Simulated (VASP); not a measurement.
# Ba2Tl5V3O12 (R-3m) in VASP: further runs

One crystal, Ba2Tl5V3O12, is run at these levels: revPBE, BLYP; tasks: band structure.

Program: VASP 6.6.1. These are calculated values, not measurements. Logs are shortened: lines on timing, memory, paths and dates and some standing lists are left out, and cuts for length are marked.

## Step 1: Starting point

The structure is trigonal, space group R-3m (No. 166). Conventional cell: a = 8.606 Å, b = 8.606 Å, c = 18.636 Å, α = 90.00°, β = 90.00°, γ = 120.00°. Ba (site symmetry -3m) is surrounded by 12 O at 3.29 Å. Ba (site symmetry -3m) is surrounded by 12 O at 3.28 Å. V (site symmetry 2/m) has 4 O at 1.83 Å as nearest neighbours. Tl (site symmetry 2/m) is surrounded by 4 O at 2.40 Å. Around Tl (site symmetry 3m) lie 3 V at 2.83 Å and 6 O at 2.86 Å and 3 Tl at 3.03 Å. O (site symmetry 1) has 1 V at 1.83 Å as nearest neighbours.

The cell was built by a generator and needn't be a form met in nature.

## Step 2: Band structure, revPBE, collinear spin, ferromagnetic start

Contents of INCAR:

```
ALGO     = Fast           # electronic algorithm
EDIFF    = 1E-6           # SCF threshold, eV
ENCUT    = 520            # plane-wave cutoff, eV
GGA      = RE             # functional
ISIF     = 2              # what is computed and relaxed
ISMEAR   = -1             # smearing method
ISPIN    = 2              # spin polarisation
KPAR     = 4            
LASPH    = True           # aspherical terms in the spheres
LCHARG   = False          # write CHGCAR
LMAXMIX  = 4              # l up to which the mixer works
LORBIT   = 11             # projections on sites
LREAL    = False          # projectors in reciprocal space
LWAVE    = False          # write WAVECAR
MAGMOM   = 0 0 2 2 2 0 0 0 0 0 0 0 0 0 0 0 0 0 0 0 0 0 # initial moments
NELM     = 150            # most SCF steps
PREC     = Accurate       # precision mode
SIGMA    = 0.05           # smearing width, eV
```

Contents of KPOINTS:

```
k-points
0
Gamma
  4 4 4
```

Contents of POSCAR:

```
Ba2Tl5V3O12                             
1.0
    4.3029341368      2.4842985662      6.2119409828
   -4.3029341368      2.4842985662      6.2119409828
   -0.0000000000     -4.9685971325      6.2119409828
  Ba              V               Tl              O             
     2     3     5    12
Direct
     0.5000007601077114    0.5000007601077114    0.5000007601077114
     0.9999996303925469    0.9999996303925469    0.9999996303925469
     0.4999995536727193    0.4999995536727193    0.9999988419673098
     0.9999988419673091    0.4999995536727199    0.4999995536727193
     0.4999995536727199    0.9999988419673091    0.4999995536727193
     0.9999993301366417    0.9999993301366417    0.4999991836259964
     0.4999991836259967    0.9999993301366414    0.9999993301366417
     0.9999993301366414    0.4999991836259967    0.9999993301366417
     0.7399559633111639    0.7399559633111639    0.7399559633111639
     0.2600428938830885    0.2600428938830885    0.2600428938830885
     0.7150211997541556    0.0786465238914858    0.4143299949827022
     0.4143299949730796    0.7150211997606869    0.0786465238945773
     0.0786465239011083    0.4143299949761711    0.7150211997510640
     0.5856678315454052    0.9213499794071820    0.2849769499657968
     0.9213499794167974    0.2849769499627053    0.5856678315388815
     0.2849769499561812    0.5856678315484969    0.9213499794137059
     0.2849769499627053    0.9213499794167974    0.5856678315388815
     0.5856678315484969    0.2849769499561812    0.9213499794137059
     0.9213499794071820    0.5856678315454052    0.2849769499657968
     0.4143299949761711    0.0786465239011083    0.7150211997510640
     0.0786465238914858    0.7150211997541556    0.4143299949827022
     0.7150211997606869    0.4143299949730796    0.0786465238945773
```

Contents of KPOINTS_OPT:

```
path GLB1,BZGX,QFP1Z,LP
15
line-mode
reciprocal
 0.0000000000  0.0000000000  0.0000000000  G
 0.5000000000  0.0000000000  0.0000000000  L

 0.5000000000  0.0000000000  0.0000000000  L
 0.5000000000  0.2728865088 -0.2728865088  B1

 0.7271134912  0.5000000000  0.2728865088  B
 0.5000000000  0.5000000000  0.5000000000  Z

 0.5000000000  0.5000000000  0.5000000000  Z
 0.0000000000  0.0000000000  0.0000000000  G

 0.0000000000  0.0000000000  0.0000000000  G
 0.3864432544  0.0000000000 -0.3864432544  X

 0.6135567456  0.3864432544  0.0000000000  Q
 0.5000000000  0.5000000000  0.0000000000  F

 0.5000000000  0.5000000000  0.0000000000  F
 0.6135567456  0.6135567456  0.2728865088  P1

 0.6135567456  0.6135567456  0.2728865088  P1
 0.5000000000  0.5000000000  0.5000000000  Z

 0.5000000000  0.0000000000  0.0000000000  L
 0.7271134912  0.3864432544  0.3864432544  P
```

Potentials or basis: VASP PAW PBE potentials, release 64 (Ba_sv, V_sv, Tl_d, O).

Run with:

```console
$ cat potpaw_PBE.64/Ba_sv/POTCAR potpaw_PBE.64/V_sv/POTCAR potpaw_PBE.64/Tl_d/POTCAR potpaw_PBE.64/O/POTCAR > POTCAR
$ mpirun -np 4 vasp_std > vasp.out
```

OUTCAR:

```text
EDIFF = 1E-6
   ENCUT = 520
   GGA = RE
   ISIF = 2
   ISMEAR = -1
   ISPIN = 2
   LASPH = True
   LORBIT = 11
   LREAL = False
   NELM = 150
   PREC = Accurate

 ion  position               nearest neighbor table
   1  0.500  0.500  0.500-  16 3.29  18 3.29  14 3.29  19 3.29  15 3.29  17 3.29  12 3.29  22 3.29
                            20 3.29  13 3.29  21 3.29  11 3.29   7 4.30   8 4.30   7 4.30   8 4.30
   2  1.000  1.000  1.000-  13 3.28  20 3.28  11 3.28  21 3.28  12 3.28  22 3.28  19 3.28  14 3.28
                            15 3.28  17 3.28  16 3.28  18 3.28   6 3.98   7 3.98   8 3.98   6 3.98
   3  0.500  0.500  1.000-  12 1.83  22 1.83  18 1.83  16 1.83   9 2.83  10 2.83
   4  1.000  0.500  0.500-  21 1.83  13 1.83  15 1.83  19 1.83   9 2.83  10 2.83
   5  0.500  1.000  0.500-  11 1.83  20 1.83  17 1.83  14 1.83   9 2.83  10 2.83
   6  1.000  1.000  0.500-  15 2.40  17 2.40  11 2.40  21 2.40   9 3.03  10 3.03   2 3.98   2 3.98
                             1 4.30   1 4.30
   7  0.500  1.000  1.000-  14 2.40  18 2.40  20 2.40  12 2.40   9 3.03  10 3.03   2 3.98   2 3.98
                             1 4.30   1 4.30
   8  1.000  0.500  1.000-  19 2.40  16 2.40  13 2.40  22 2.40   9 3.03  10 3.03   2 3.98   2 3.98
                             1 4.30   1 4.30
   9  0.740  0.740  0.740-   3 2.83   4 2.83   5 2.83  12 2.86  22 2.86  21 2.86  11 2.86  13 2.86
                            20 2.86   6 3.03   7 3.03   8 3.03
  10  0.260  0.260  0.260-   3 2.83   4 2.83   5 2.83  16 2.86  18 2.86  17 2.86  15 2.86  14 2.86
                            19 2.86   6 3.03   7 3.03   8 3.03
  11  0.715  0.079  0.414-   5 1.83   6 2.40   9 2.86   2 3.28   1 3.29
  12  0.414  0.715  0.079-   3 1.83   7 2.40   9 2.86   2 3.28   1 3.29
  13  0.079  0.414  0.715-   4 1.83   8 2.40   9 2.86   2 3.28   1 3.29
  14  0.586  0.921  0.285-   5 1.83   7 2.40  10 2.86   2 3.28   1 3.29
  15  0.921  0.285  0.586-   4 1.83   6 2.40  10 2.86   2 3.28   1 3.29
  16  0.285  0.586  0.921-   3 1.83   8 2.40  10 2.86   2 3.28   1 3.29
  17  0.285  0.921  0.586-   5 1.83   6 2.40  10 2.86   2 3.28   1 3.29
  18  0.586  0.285  0.921-   3 1.83   7 2.40  10 2.86   2 3.28   1 3.29
  19  0.921  0.586  0.285-   4 1.83   8 2.40  10 2.86   2 3.28   1 3.29
  20  0.414  0.079  0.715-   5 1.83   7 2.40   9 2.86   2 3.28   1 3.29
  21  0.079  0.715  0.414-   4 1.83   6 2.40   9 2.86   2 3.28   1 3.29
  22  0.715  0.414  0.079-   3 1.83   8 2.40   9 2.86   2 3.28   1 3.29

  LATTYP: Found a trigonal (rhomboedric) cell.
 ALAT       =     7.9545705305
 COS(alpha) =     0.4147708919

  Lattice vectors:

 A1 = (   4.3029341368,   2.4842985662,   6.2119409828)
 A2 = (  -4.3029341368,   2.4842985662,   6.2119409828)
 A3 = (   0.0000000000,  -4.9685971325,   6.2119409828)

Analysis of symmetry for initial positions (statically):
=====================================================================
 Subroutine PRICEL returns:
 Original cell was already a primitive cell.

 Routine SETGRP: Setting up the symmetry group for a
 trigonal (rhombohedral) supercell.

 Subroutine GETGRP returns: Found 12 space group operations
 (whereof 12 operations were pure point group operations)
 out of a pool of 12 trial point group operations.

The static configuration has the point symmetry D_3d.

Analysis of symmetry for dynamics (positions and initial velocities):
=====================================================================
 Subroutine PRICEL returns:
 Original cell was already a primitive cell.

 Routine SETGRP: Setting up the symmetry group for a
 trigonal (rhombohedral) supercell.

 Subroutine GETGRP returns: Found 12 space group operations
 (whereof 12 operations were pure point group operations)
 out of a pool of 12 trial point group operations.

The dynamic configuration has the point symmetry D_3d.

Analysis of structural, dynamic, and magnetic symmetry:
=====================================================================
 Subroutine PRICEL returns:
 Original cell was already a primitive cell.

 Routine SETGRP: Setting up the symmetry group for a
 trigonal (rhombohedral) supercell.

 Subroutine GETGRP returns: Found 12 space group operations
 (whereof 12 operations were pure point group operations)
 out of a pool of 12 trial point group operations.

The overall configuration has the point symmetry D_3d.

 Subroutine INISYM returns: Found 12 space group operations
 (whereof 12 operations are pure point group operations),
[... 124 lines left out ...]
   EDIFF  = 0.1E-05   stopping-criterion for ELM
   LREAL  =      F    real-space projection
   EDIFFG = 0.1E-04   stopping-criterion for IOM
   NSW    =      0    number of steps for IOM
   IBRION =     -1    ionic relax: 0-MD 1-quasi-New 2-CG
   NFREE  =      0    steps in history (QN), initial steepest desc. (CG)
   ISIF   =      2    stress and relaxation
   ISYM   =      2    0-nonsym 1-usesym 2-fastsym
   POTIM  = 0.5000    time-step for ionic-motion
   TEBEG  =    0.0;   TEEND  =   0.0 temperature during run
   PSTRESS=    0.0 pullay stress
   NELECT =     196.0000    total number of electrons
   NUPDOWN=      -1.0000    fix difference up-down
   EMIN   =  10.00;   EMAX   =-10.00  energy-range for DOS
   EFERMI =   0.00;   METHOD = LEGACY
   ISMEAR =    -1;   SIGMA  =   0.05  broadening in eV -4-tet -1-fermi 0-gaus
   EFERMI_NEDOS =   21; number of points for ismear=-14 and -15
   IALGO  =     68    algorithm
   IMIX   =      4    mixing-type and parameters
     AMIX     =   0.40;   BMIX     =  1.00
     AMIX_MAG =   1.60;   BMIX_MAG =  1.00
  volume/ion in A,a.u.               =      18.11       122.21
  Fermi-wavevector in a.u.,A,eV,Ry     =   1.292343  2.442174 22.723780  1.670151
  Thomas-Fermi vector in A             =   2.424057
   LORBIT       =     11    0 simple, 1 ext, 2 COOP (PROOUT), +10 PAW based schemes
   GGA     = RE    functional components
   LHFCALC =     F    Hartree Fock is set to
   AEXX    =    0.0000 exact exchange contribution
   IVDW    =     0    specifies the selected vdW correction
   LEPSILON=     F    determine dielectric tensor
   LRPA    =     F    only Hartree local field effects (RPA)
 spin polarized calculation
 RMM-DIIS sequential band-by-band and
  energy-cutoff  :      520.00
  volume of cell :      398.43
 maximum number of plane-waves:     10757
   NGX = 29   NGY = 29   NGZ = 29

 number of electron     196.0000010 magnetization      -0.1448678

 number of electron     196.0000012 magnetization       1.0661747

 Free energy of the ion-electron system (eV)
  ---------------------------------------------------
  ext. energy  EPLUGINS =         0.00000000
  ---------------------------------------------------
  free energy    TOTEN  =      -122.40056601 eV

  energy without entropy =     -122.34234923  energy(sigma->0) =     -122.37145762

 E-fermi :   3.6114     XC(G=0):  -9.5462

 val. band max:        3.6070164435   @ k =   0.5000   0.0000   0.0000
 cond. band min:       3.6305625043   @ k =   0.5000   0.2500   0.0000
 fundamental gap:      0.0235460608
 Fermi energy:         3.6114271744

 spin component 1

 k-point     1 :       0.0000    0.0000    0.0000
  band No.  band energies     occupation
      1     -61.4936      1.00000
      2     -61.4936      1.00000
      3     -61.4936      1.00000
      4     -35.3432      1.00000
      5     -35.3413      1.00000
      6     -35.3413      1.00000
[... 1458 lines left out ...]
    109       5.5275      0.00000
    110       5.5275      0.00000
 Fermi energy:         3.6114271744

 spin component 2

 k-point     1 :       0.0000    0.0000    0.0000
  band No.  band energies     occupation
      1     -61.1624      1.00000
      2     -61.1623      1.00000
      3     -61.1623      1.00000
      4     -35.0345      1.00000
      5     -35.0341      1.00000
      6     -35.0341      1.00000
[... 1458 lines left out ...]
    109       5.6815      0.00000
    110       5.6815      0.00000
 [bands above 110 left out]

------------------------ aborting loop because EDIFF is reached ----------------------------------------

  FORCE on cell =-STRESS in cart. coord.  units (eV):
  Direction    XX          YY          ZZ          XY          YZ          ZX
  --------------------------------------------------------------------------------------
  -------------------------------------------------------------------------------------
  Total        0.2172364      0.2172361      0.1406664      0.0000000     -0.0000000     -0.0000000
  in kB        0.8735669      0.8735657      0.5656580      0.0000000     -0.0000000     -0.0000000
  external PRESSURE =       0.7709302 kB  Pullay stress =       0.0000000 kB

 VOLUME and BASIS-vectors are now :
 -----------------------------------------------------------------------------
  energy-cutoff  :      520.00
  volume of cell :      398.43
      direct lattice vectors                 reciprocal lattice vectors
     4.302934137  2.484298566  6.211940983     0.116199780  0.067088018  0.053660093
    -4.302934137  2.484298566  6.211940983    -0.116199780  0.067088018  0.053660093
     0.000000000 -4.968597133  6.211940983     0.000000000 -0.134176036  0.053660093

 POSITION                                       TOTAL-FORCE (eV/Angst)
 -----------------------------------------------------------------------------------
      0.00000     -0.00000      9.31793         0.000000      0.000000     -0.000000
      0.00000     -0.00000     18.63582         0.000000     -0.000000     -0.000000
      0.00000     -2.48430     12.42387         0.000000     -0.000000     -0.000000
      2.15146      1.24215     12.42387         0.000000     -0.000000     -0.000000
     -2.15146      1.24215     12.42387         0.000000      0.000000     -0.000000
      0.00000      2.48430     15.52984         0.000000     -0.000000     -0.000000
[... 14 lines left out ...]
     -2.73828     -0.08693      7.50401        -0.011140      0.009658      0.004359
      1.29385      2.41488      7.50401         0.013934      0.004818      0.004359
 -----------------------------------------------------------------------------------
    total drift:                                0.000000     -0.000000      0.420616

  FREE ENERGIE OF THE ION-ELECTRON SYSTEM (eV)
  ---------------------------------------------------
  free  energy   TOTEN  =      -122.4005660082 eV

  energy  without entropy=     -122.3423492285  energy(sigma->0) =     -122.37145762

 total charge

# of ion       s       p       d       tot
------------------------------------------
    1        1.986   5.633   0.122   7.741
    2        1.987   5.631   0.124   7.742
    3        2.299   6.364   2.998  11.660
    4        2.299   6.364   2.998  11.660
    5        2.299   6.364   2.998  11.660
    6        1.024   0.358   9.736  11.119
[... 14 lines left out ...]
   21        1.590   3.348   0.000   4.938
   22        1.590   3.348   0.000   4.938
--------------------------------------------------
tot         35.299  72.497  57.791 165.587

 magnetization (x)

# of ion       s       p       d       tot
------------------------------------------
    1       -0.000   0.000   0.002   0.002
    2       -0.000  -0.000  -0.001  -0.001
    3        0.031   0.003   0.315   0.349
    4        0.031   0.003   0.315   0.349
    5        0.031   0.003   0.315   0.349
    6       -0.003   0.001  -0.001  -0.003
[... 14 lines left out ...]
   21       -0.000  -0.020   0.000  -0.020
   22       -0.000  -0.020   0.000  -0.020
--------------------------------------------------
tot          0.054  -0.165   0.957   0.846
```

Wall time 37 min (4 MPI ranks of Intel Xeon 6975P-C (Granite Rapids), shared host); peak memory 1.7 GiB.

Results:

- Free energy: -122.4006 eV
- Pressure: 0.1 GPa
- Largest force: 0.015 eV/Å
- Band gap along the path: none (metal or under the smearing width)
- Net moment: 1.07 μB per cell
- Site moments: Ba +0.00, -0.00; V +0.35; Tl -0.00, +0.03; O -0.02 μB
- Valence electrons inside the program's atomic spheres: Ba 7.74; V 11.66; Tl 11.12, 11.26; O 4.94

Forces on the atoms (eV/Å):
```
Ba   0.000  0.000  0.000
Ba   0.000  0.000  0.000
V    0.000  0.000  0.000
V    0.000  0.000  0.000
V    0.000  0.000  0.000
Tl   0.000  0.000  0.000
Tl   0.000  0.000  0.000
Tl   0.000  0.000  0.000
Tl   0.000  0.000 -0.008
Tl   0.000  0.000  0.008
O    0.011  0.010  0.004
O   -0.014  0.005  0.004
O    0.003 -0.014  0.004
O    0.003  0.014 -0.004
O    0.011 -0.010 -0.004
O   -0.014 -0.005 -0.004
O   -0.011 -0.010 -0.004
O    0.014 -0.005 -0.004
O   -0.003  0.014 -0.004
O   -0.003 -0.014  0.004
O   -0.011  0.010  0.004
O    0.014  0.005  0.004
```

Levels at the corners of the path, in eV from the Fermi level:
Spin up:
```csv
point,band 96,band 97,band 98,band 99,band 100,band 101
Γ,-0.48,-0.48,-0.25,-0.05,-0.05,0.03
L,-0.55,-0.48,-0.19,0.00,0.20,0.44
L,-0.55,-0.48,-0.19,0.00,0.20,0.44
B1,-0.65,-0.59,-0.16,0.24,0.64,0.71
B,-0.65,-0.59,-0.16,0.24,0.64,0.71
Z,-0.53,-0.13,-0.10,-0.10,0.67,0.67
Z,-0.53,-0.13,-0.10,-0.10,0.67,0.67
Γ,-0.48,-0.48,-0.25,-0.05,-0.05,0.03
Γ,-0.48,-0.48,-0.25,-0.05,-0.05,0.03
X,-0.64,-0.50,-0.19,0.10,0.74,0.79
Q,-0.64,-0.50,-0.19,0.10,0.74,0.79
F,-0.60,-0.50,-0.09,0.11,0.89,0.96
F,-0.60,-0.50,-0.09,0.11,0.89,0.96
P1,-0.60,-0.60,-0.11,0.32,0.50,0.68
P1,-0.60,-0.60,-0.11,0.32,0.50,0.68
Z,-0.53,-0.13,-0.10,-0.10,0.67,0.67
L,-0.55,-0.48,-0.19,0.00,0.20,0.44
P,-0.60,-0.60,-0.11,0.32,0.50,0.68
```
Spin down:
```tsv
point	band 95	band 96	band 97	band 98	band 99	band 100
Γ	-0.85	-0.45	-0.45	-0.27	0.07	0.63
L	-0.58	-0.53	-0.50	0.10	0.21	0.43
L	-0.58	-0.53	-0.50	0.10	0.21	0.43
B1	-0.64	-0.58	-0.53	0.25	0.37	0.81
B	-0.64	-0.58	-0.53	0.25	0.37	0.81
Z	-0.82	-0.55	-0.12	0.55	0.55	0.65
Z	-0.82	-0.55	-0.12	0.55	0.55	0.65
Γ	-0.85	-0.45	-0.45	-0.27	0.07	0.63
Γ	-0.85	-0.45	-0.45	-0.27	0.07	0.63
X	-0.64	-0.57	-0.50	0.08	0.42	0.93
Q	-0.64	-0.57	-0.50	0.08	0.42	0.93
F	-0.61	-0.48	-0.46	0.09	0.61	1.03
F	-0.61	-0.48	-0.46	0.09	0.61	1.03
P1	-0.63	-0.62	-0.47	0.29	0.57	0.58
P1	-0.63	-0.62	-0.47	0.29	0.57	0.58
Z	-0.82	-0.55	-0.12	0.55	0.55	0.65
L	-0.58	-0.53	-0.50	0.10	0.21	0.43
P	-0.63	-0.62	-0.47	0.29	0.57	0.58
```

Caveat: the PAW data sets were made with another functional, which shifts forces and pressure a little; spin-orbit coupling is left out, which moves the levels of the heavy elements; semilocal functionals often make such compounds metallic where correlation or magnetic order opens a gap, which also shifts bond lengths.

(Continued in part 2 of 2.)
